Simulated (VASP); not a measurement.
The system is Sn2GeO3.

```
Sn Ge O
1.0
     3.88063    0.00000    0.00000
    -1.94032    3.36073    0.00000
     0.00000    0.00000    7.66046
Sn Ge O
2 1 3
Direct
  0.33333 0.66667 0.75201
  0.33333 0.66667 0.24799
  0.66667 0.33333 0.50000
  0.66667 0.33333 0.00000
  0.00000 0.00000 0.50000
  0.00000 0.00000 0.00000
```

The cell was built by a generator and needn't be a form met in nature.

```yaml
Program: VASP 6.6.1
Task: relaxation of cell and atoms
Functional: PBE
Potentials_or_basis: VASP PAW PBE potentials, release 64 (Sn_d, Ge_d, O)
Cutoff: 520 eV
k_mesh: 4 × 4 × 2
Occupations: gaussian, width 0.15 eV
Spin: no spin polarisation
```

At the start: pressure -4.3 GPa; volume 16.65 Å³/atom.

Question: How do energy, volume and symmetry change on relaxing?

Answer: Over 14 steps the energy falls by 340.9 meV/atom and the volume is 16.15 Å³/atom (-3.0 %); space group P-6m2 (No. 187, to 0.05 Å).

Step by step:
```
step  energy change (eV)  largest force (eV/Å)  pressure (GPa)  volume (Å³)
   1              0.0000                3.1929           -4.30        99.91
   2             -1.1354                2.6771           -1.50        93.55
   3              2.9330               11.6049           38.19        77.15
   4             -1.2165                2.4989            0.76        91.03
   5             -1.4313                0.1470           10.45        83.95
   6             -1.5205                1.2513            5.90        86.68
   7             -1.5252                0.9301            6.37        86.06
   8             -1.7989                0.2595            1.05        92.89
   9             -1.8011                0.3518            0.78        93.40
  10             -1.9636                0.1790           -1.01        96.39
  11             -1.9997                0.4879           -2.20        98.41
  12             -2.0291                0.0889            1.71        95.29
  13             -2.0377                0.2475            0.52        96.25
  14             -2.0455                0.0398            0.22        96.89
```

Final structure:
```cif
data_structure
_symmetry_space_group_name_H-M 'P 1'
_symmetry_Int_Tables_number 1
_cell_length_a 3.7540
_cell_length_b 3.7540
_cell_length_c 7.9386
_cell_angle_alpha 90.000
_cell_angle_beta 90.000
_cell_angle_gamma 120.000
_cell_volume 96.89
loop_
_atom_site_label
_atom_site_type_symbol
_atom_site_fract_x
_atom_site_fract_y
_atom_site_fract_z
_atom_site_occupancy
Sn1 Sn 0.33333 0.66667 0.81636 1
Sn2 Sn 0.33333 0.66667 0.18364 1
Ge1 Ge 0.66667 0.33333 0.50000 1
O1 O 0.66667 0.33333 0.00000 1
O2 O 0.00000 0.00000 0.50000 1
O3 O 0.00000 0.00000 0.00000 1
```

Caveat: the k mesh is coarse (spacing up to 0.47 Å⁻¹), so the values aren't converged; the relaxation stopped at a loose force limit of 0.08 eV/Å, so its end isn't a converged minimum.
